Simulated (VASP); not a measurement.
Input:

```xyz
6
Lattice="4.0588 0.0000 0.0000 0.0000 4.0588 0.0000 0.0000 0.0000 2.6306" Properties=species:S:1:pos:R:3 pbc="T T T"
Si     0.0000     0.0000     0.0000
Si     2.0294     2.0294     1.3153
O      1.2306     1.2306     0.0000
O      3.2600     0.7988     1.3153
O      0.7988     3.2600     1.3153
O      2.8282     2.8282     0.0000
```

Level of theory: PBEsol GGA, VASP's PBE PAW potentials (set 64) (plane waves; VASP). Numerical set-up: 620 eV cut-off, 6×6×8 Γ-centred mesh, Gaussian smearing of 0.050 eV, potentials Si O.

Energy and stress use the plane-wave basis of the starting cell.

Q: The ions, cell shape and volume at an external pressure of 45.0 GPa are relaxed. Which structure does the run end with?

A: 
```xyz
6
Lattice="4.0115 0.0000 0.0000 0.0000 4.0115 0.0000 0.0000 0.0000 2.6050" Properties=species:S:1:pos:R:3 pbc="T T T"
Si     0.0000     0.0000     0.0000
Si     2.0058     2.0058     1.3025
O      1.2132     1.2132     0.0000
O      3.2189     0.7926     1.3025
O      0.7926     3.2189     1.3025
O      2.7984     2.7984     0.0000
```
Space group P4_2/mnm (136), at a tolerance of 0.03 Å.

Q: How do energy and volume change from the first to the last step?

A: The energy (σ→0) changes by +54.8 meV/atom and the volume by -3.3 %, in 6 ionic steps.

```tsv
step	E(σ→0) (eV)	max force (eV/Å)	pressure (GPa)	volume (Å³)
1	-48.6589	0.002	29.88	43.34
2	-47.2499	0.625	83.47	39.20
3	-48.3478	0.181	44.62	41.99
4	-48.3395	0.185	44.98	41.96
5	-48.3206	0.156	45.06	41.89
6	-48.3300	0.012	45.02	41.92
```

The compound is SiO2 in the rutile structure, stishovite, a high-pressure form. This run relaxes it under an external pressure of 45 GPa. Symmetry was kept, so distortions that lower it aren't found.
